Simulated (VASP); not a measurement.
# Pt: single point with LDA

The system is Pt, a slab with vacuum.

```
CELL_PARAMETERS angstrom
2.75545 0.00000 0.00000
0.00000 3.89679 0.00000
0.00000 0.00000 27.39950
ATOMIC_POSITIONS crystal
Pt 0.50000 0.50000 0.27373
Pt 0.00000 0.00000 0.32401
Pt 0.50000 0.50000 0.37429
Pt 0.00000 0.00000 0.42458
Pt 0.50000 0.50000 0.47486
Pt 0.00000 0.00000 0.52514
Pt 0.50000 0.50000 0.57542
Pt 0.00000 0.00000 0.62571
Pt 0.50000 0.50000 0.67599
Pt 0.00000 0.00000 0.72627
```

The slab is cut from a database's or a generator's crystal, which needn't be the stable form of the element.

```yaml
Program: VASP 6.6.1
Task: single point
Functional: LDA
Potentials_or_basis: VASP PAW LDA potentials, release 64 (Pt)
Cutoff: 520 eV
k_mesh: 14 × 10 × 1
Occupations: methfessel-paxton, width 0.1 eV
Spin: no spin polarisation
Dipole_correction: yes
Further_INCAR_settings: ALGO = Normal; EDIFF = 1e-06; NBANDS = 61
```

- Largest force: 1.077 eV/Å
- Band gap on the k mesh: none (metal or under the smearing width)
- Work function of the upper face: 5.64 eV
- Work function of the lower face: 5.64 eV

Forces on the atoms (eV/Å):
```
Pt   0.000  0.000  1.077
Pt   0.000  0.000 -1.048
Pt   0.000  0.000 -0.048
Pt   0.000  0.000  0.139
Pt   0.000  0.000 -0.091
Pt   0.000  0.000  0.091
Pt   0.000  0.000 -0.139
Pt   0.000  0.000  0.048
Pt   0.000  0.000  1.048
Pt   0.000  0.000 -1.077
```

Levels at points of the mesh, in eV from the Fermi level:
```
           k point  band 49  band 50  band 51  band 52  band 53  band 54
(0.00, 0.00, 0.00)    -0.27    -0.01     0.00     0.04     0.07     0.34
(0.50, 0.00, 0.00)     0.43     0.43     1.96     1.96     2.04     2.04
(0.00, 0.50, 0.00)    -0.35    -0.35    -0.12    -0.12     0.05     0.05
(0.50, 0.50, 0.00)     0.38     0.38     0.64     0.64     2.39     2.39
```

Core levels (eV, on the scale of the bands):
| atom | levels |
| --- | --- |
| 1 Pt | 1s -77842.1, 2s -13682.8, 2p -11875.3, 3s -3210.3, 3p -2683.0, 3d -2109.5, 4s -683.6, 4p -510.3, 4d -299.3, 4f -63.8, 5s -94.4, 5p -48.8 |
| 2 Pt | 1s -77843.0, 2s -13683.7, 2p -11876.2, 3s -3211.2, 3p -2683.9, 3d -2110.3, 4s -684.4, 4p -511.1, 4d -300.1, 4f -64.7, 5s -95.2, 5p -49.6 |
| 3 Pt | 1s -77843.1, 2s -13683.8, 2p -11876.3, 3s -3211.4, 3p -2684.0, 3d -2110.5, 4s -684.6, 4p -511.3, 4d -300.3, 4f -64.8, 5s -95.4, 5p -49.8 |
| 4 Pt | 1s -77842.9, 2s -13683.7, 2p -11876.1, 3s -3211.2, 3p -2683.8, 3d -2110.3, 4s -684.5, 4p -511.1, 4d -300.1, 4f -64.7, 5s -95.3, 5p -49.7 |
| 5 Pt | 1s -77843.0, 2s -13683.7, 2p -11876.2, 3s -3211.2, 3p -2683.9, 3d -2110.3, 4s -684.5, 4p -511.1, 4d -300.2, 4f -64.7, 5s -95.3, 5p -49.7 |
| 6 Pt | 1s -77843.0, 2s -13683.7, 2p -11876.2, 3s -3211.2, 3p -2683.9, 3d -2110.3, 4s -684.5, 4p -511.1, 4d -300.2, 4f -64.7, 5s -95.3, 5p -49.7 |

It took 4.8 min on 4 MPI ranks on AMD EPYC 9R45 96-Core Processor (Zen 5) (shared host), peak memory 0.67 GiB a rank.

The run has no spin-orbit coupling, so splittings on Pt are missing.
